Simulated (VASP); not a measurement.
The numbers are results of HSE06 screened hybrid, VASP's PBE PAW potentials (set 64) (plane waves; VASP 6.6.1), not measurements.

A VASP calculation is set up with these files.

POSCAR:
```
YHSe
3.840930
  1.0000000000   0.0000000000   0.0000000000
 -0.5000000000   0.8660254157   0.0000000000
  0.0000000000   0.0000000000   1.0194275865
Y H Se
1 1 1
Cartesian
  0.0000000000   0.0000000000   0.0000000000
 -0.0000005000   0.5773505658   0.0000000000
  0.5000005000   0.2886748499   0.5097137933
```

INCAR:
```
! general
SYSTEM   = YHSe
PREC     = Accurate
ENCUT    = 400
LREAL    = .FALSE.   ! projection in real space or not
LASPH    = .TRUE.   ! aspherical one-centre terms
ISYM     = 3

! electronic loop
EDIFF    = 1E-6   ! SCF stop (eV)
NELM     = 60
ALGO     = Normal   ! blocked Davidson
LMAXMIX  = 4   ! l cut-off of mixed one-centre charges

! smearing
ISMEAR   = 0   ! Gaussian
SIGMA    = 0.05   ! width (eV)

! functional
GGA      = PE
LHFCALC  = .TRUE.
AEXX     = 0.25
HFSCREEN = 0.2   ! 1/Angstrom
PRECFOCK = Fast

! ions
ISIF     = 2   ! forces and stress, cell fixed

! output
LWAVE    = .FALSE.
LCHARG   = .FALSE.
```

KPOINTS:
```
Automatic
0
gamma
6 6 4
```

KPOINTS_OPT:
```
k-points along high-symmetry lines
7
Line-mode
Reciprocal
  0.000000   0.000000   0.000000 ! GAMMA
  0.500000   0.000000   0.000000 ! M

  0.500000   0.000000   0.000000 ! M
  0.333333   0.333333   0.000000 ! K

  0.333333   0.333333   0.000000 ! K
  0.000000   0.000000   0.000000 ! GAMMA

  0.000000   0.000000   0.000000 ! GAMMA
  0.000000   0.000000   0.500000 ! A

  0.000000   0.000000   0.500000 ! A
  0.500000   0.000000   0.500000 ! L

  0.500000   0.000000   0.500000 ! L
  0.333333   0.333333   0.500000 ! H

  0.333333   0.333333   0.500000 ! H
  0.000000   0.000000   0.500000 ! A

  0.500000   0.000000   0.500000 ! L
  0.500000   0.000000   0.000000 ! M

  0.333333   0.333333   0.500000 ! H
  0.333333   0.333333   0.000000 ! K
```

POTCAR, in this order: Y_sv H Se (PBE.64 set). Program: vasp_std. Read from the step before: WAVECAR.

The run wrote:

OUTCAR:
```
 ion  position               nearest neighbor table
   1  0.000  0.000  0.000-   2 2.22   2 2.22   2 2.22   3 2.96   3 2.96   3 2.96   3 2.96   3 2.96
                             3 2.96
   2  0.333  0.667  0.000-   1 2.22   1 2.22   1 2.22
   3  0.667  0.333  0.500-   1 2.96   1 2.96   1 2.96   1 2.96   1 2.96   1 2.96
  LATTYP: Found a hexagonal cell.
 ALAT       =     3.8409300000
 C/A-ratio  =     1.0194275865
 Subroutine PRICEL returns:
 Original cell was already a primitive cell.
 Subroutine GETGRP returns: Found 12 space group operations
The static configuration has the point symmetry D_3h.
The dynamic configuration has the point symmetry D_3h.
 Subroutine INISYM returns: Found 12 space group operations
 Subroutine IBZKPT returns following result:
 Found     21 irreducible k-points:

 Following reciprocal coordinates:
            Coordinates               Weight
  0.000000  0.000000  0.000000      1.000000
  0.166667  0.000000  0.000000      6.000000
  0.333333  0.000000  0.000000      6.000000
  0.500000  0.000000  0.000000      3.000000
  0.166667  0.166667  0.000000      6.000000
  0.333333  0.166667  0.000000     12.000000
  0.333333  0.333333  0.000000      2.000000
  0.000000  0.000000  0.250000      2.000000
  0.166667  0.000000  0.250000     12.000000
  0.333333  0.000000  0.250000     12.000000
  0.500000  0.000000  0.250000      6.000000
  0.166667  0.166667  0.250000     12.000000
  0.333333  0.166667  0.250000     24.000000
  0.333333  0.333333  0.250000      4.000000
  0.000000  0.000000  0.500000      1.000000
  0.166667  0.000000  0.500000      6.000000
  0.333333  0.000000  0.500000      6.000000
  0.500000  0.000000  0.500000      3.000000
  0.166667  0.166667  0.500000      6.000000
  0.333333  0.166667  0.500000     12.000000
  0.333333  0.333333  0.500000      2.000000
...
```

**OSZICAR**
```
       N       E                     dE             d eps       ncg     rms          rms(c)
DAV:   1    -0.206057145712E+02   -0.20606E+02   -0.58648E-01   586   0.508E+00    0.204E+00
DAV:   2    -0.206059245244E+02   -0.20995E-03   -0.20218E-02   636   0.124E+00    0.140E+00
DAV:   3    -0.206015446090E+02    0.43799E-02   -0.71622E-03   596   0.631E-01    0.949E-01
DAV:   4    -0.206009492191E+02    0.59539E-03   -0.27638E-03   678   0.323E-01    0.645E-01
DAV:   5    -0.206008509723E+02    0.98247E-04   -0.45568E-04   805   0.117E-01    0.403E-01
DAV:   6    -0.206008023430E+02    0.48629E-04   -0.64142E-05   794   0.460E-02    0.230E-01
DAV:   7    -0.206007867316E+02    0.15611E-04   -0.18901E-05   713   0.275E-02    0.125E-01
DAV:   8    -0.206007830457E+02    0.36858E-05   -0.51280E-06   733   0.161E-02    0.680E-02
DAV:   9    -0.206007823639E+02    0.68188E-06   -0.12541E-06   443   0.946E-03
   1 F= -.20600782E+02 E0= -.20600782E+02  d E =-.743368E-22
       N       E                     dE             ncg
       N       E                     dE             ncg
       N       E                     dE             ncg
```

OUTCAR:
```
------------------------ aborting loop because EDIFF is reached ----------------------------------------
  FORCE on cell =-STRESS in cart. coord.  units (eV):
  Direction    XX          YY          ZZ          XY          YZ          ZX
  --------------------------------------------------------------------------------------
  Total       -0.4016899     -0.4016899     -0.3970846      0.0000000     -0.0000000      0.0000000
  in kB      -12.8648660    -12.8648664    -12.7173750      0.0000000     -0.0000000      0.0000000
  external PRESSURE =     -12.8157024 kB  Pullay stress =       0.0000000 kB
  volume of cell :       50.03
      direct lattice vectors                 reciprocal lattice vectors
     3.840930000  0.000000000  0.000000000     0.260353612  0.150315226  0.000000000
    -1.920465000  3.326343000  0.000000000     0.000000000  0.300630452  0.000000000
     0.000000000  0.000000000  3.915550000     0.000000000  0.000000000  0.255391963
 POSITION                                       TOTAL-FORCE (eV/Angst)
 -----------------------------------------------------------------------------------
      0.00000      0.00000      0.00000         0.000000      0.000000      0.000000
     -0.00000      2.21756      0.00000        -0.000000      0.000000      0.000000
      1.92047      1.10878      1.95778        -0.000000      0.000000      0.000000
 -----------------------------------------------------------------------------------
    total drift:                               -0.000620      0.000315     -0.000001
  FREE ENERGIE OF THE ION-ELECTRON SYSTEM (eV)
  ---------------------------------------------------
  free  energy   TOTEN  =       -20.6007823639 eV

  energy  without entropy=      -20.6007823639  energy(sigma->0) =      -20.60078236

  exchange ACFDT corr.  =         0.00000000  see jH, gK, PRB 81, 115126
```
(Selected blocks of OUTCAR.)

File OUTCAR:
```
 val. band max:        3.4378406817   @ k =   0.0000   0.0000   0.5000

 cond. band min:       5.7464061226   @ k =   0.0000   0.0000   0.0000


 Fermi energy:         3.7634766958

 k-point     1 :       0.0000    0.0000    0.0000
  band No.  band energies     occupation
      1     -41.6465      2.00000
      2     -20.2761      2.00000
      3     -20.1676      2.00000
      4     -20.1675      2.00000
      5     -10.9296      2.00000
      6      -0.4678      2.00000
      7       1.6691      2.00000
      8       1.8959      2.00000
      9       1.8959      2.00000
     10       5.7464      0.00000
     11       8.2892      0.00000
     12       8.2892      0.00000
     13       8.6126      0.00000

 k-point     2 :       0.1667    0.0000    0.0000
  band No.  band energies     occupation
      1     -41.6403      2.00000
      2     -20.2649      2.00000
      3     -20.2630      2.00000
      4     -20.1852      2.00000
      5     -10.6795      2.00000
      6      -0.8847      2.00000
      7       1.4736      2.00000
      8       1.4856      2.00000
      9       1.9165      2.00000
     10       6.7420      0.00000
     11       7.5442      0.00000
     12       8.3907      0.00000
     13       8.4068      0.00000

 k-point     3 :       0.3333    0.0000    0.0000
  band No.  band energies     occupation
      1     -41.6279      2.00000
      2     -20.4505      2.00000
      3     -20.2368      2.00000
      4     -20.2202      2.00000
      5     -10.1501      2.00000
      6      -1.8868      2.00000
      7       1.1371      2.00000
      8       1.3407      2.00000
      9       1.9171      2.00000
     10       6.3978      0.00000
     11       8.0457      0.00000
     12       8.8141      0.00000
     13       8.9507      0.00000

 k-point     4 :       0.5000    0.0000    0.0000
  band No.  band energies     occupation
      1     -41.6217      2.00000
      2     -20.5393      2.00000
      3     -20.2376      2.00000
...
```

The structure comes from a computed database's YHSe entry (P-6m2); how it stands against other phases isn't given here. The cell was not relaxed at this level. The cell's shape comes from a PBE relaxation.
